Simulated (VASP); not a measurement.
Method: optB88-vdW, VASP's PBE PAW potentials (set 64) (plane waves; VASP 6.6.1).

VASP input:

KPOINTS:
```
K-points
0
G
 8 8 8
```

### POSCAR
```
ZnS
1
    0.0000000000     2.7443195212     2.7443195212
    2.7443195212     0.0000000000     2.7443195212
    2.7443195212     2.7443195212     0.0000000000
Zn S
1 1
Direct
  0.0000000000   0.0000000000   0.0000000000
  0.2500000000   0.2500000000   0.2500000000
```

INCAR:
```
! general
SYSTEM   = ZnS
PREC     = Accurate
ENCUT    = 520   ! plane-wave cut-off (eV)
LREAL    = .FALSE.   ! projection in real space or not
LASPH    = .TRUE.

! electronic loop
EDIFF    = 1E-7   ! SCF stop (eV)
NELM     = 100   ! most electronic steps
ALGO     = Normal   ! blocked Davidson
LMAXMIX  = 4

! smearing
ISMEAR   = 0
SIGMA    = 0.05   ! width (eV)

! functional
GGA      = BO
LUSE_VDW = .TRUE.
AGGAC    = 0.0
PARAM1   = 0.1833333333
PARAM2   = 0.22

! ions
ISIF     = 2

! output
LWAVE    = .FALSE.
LCHARG   = .FALSE.
```

POTCAR, in this order: Zn S (PBE.64 set). Program: vasp_std.

Question: Estimate the energy per atom (σ→0), pressure, band gap (on the k-mesh).

Answer: 
- energy per atom (σ→0) = -1.093 eV/atom
- band gap (on the k-mesh) = 1.83 eV
- pressure = -1.99 GPa

### OSZICAR
```
...
DAV:   7    -0.218525171418E+01    0.12503E-01   -0.29006E-01   804   0.514E+00    0.262E+00
DAV:   8    -0.218492922080E+01    0.32249E-03   -0.49239E-03   834   0.669E-01    0.805E-01
DAV:   9    -0.218508280217E+01   -0.15358E-03   -0.78708E-04   814   0.311E-01    0.104E-01
DAV:  10    -0.218512690281E+01   -0.44101E-04   -0.73350E-05   874   0.931E-02    0.250E-02
DAV:  11    -0.218514416423E+01   -0.17261E-04   -0.20869E-05   774   0.513E-02    0.468E-03
DAV:  12    -0.218514433305E+01   -0.16882E-06   -0.58115E-07   934   0.806E-03    0.245E-03
DAV:  13    -0.218514428405E+01    0.49001E-07   -0.62573E-08   577   0.228E-03
   1 F= -.21851443E+01 E0= -.21851443E+01  d E =-.320756E-11
```

The compound is ZnS in the zinc blende structure. This cell is one point of a volume scan, at 1.03 of the reference volume.
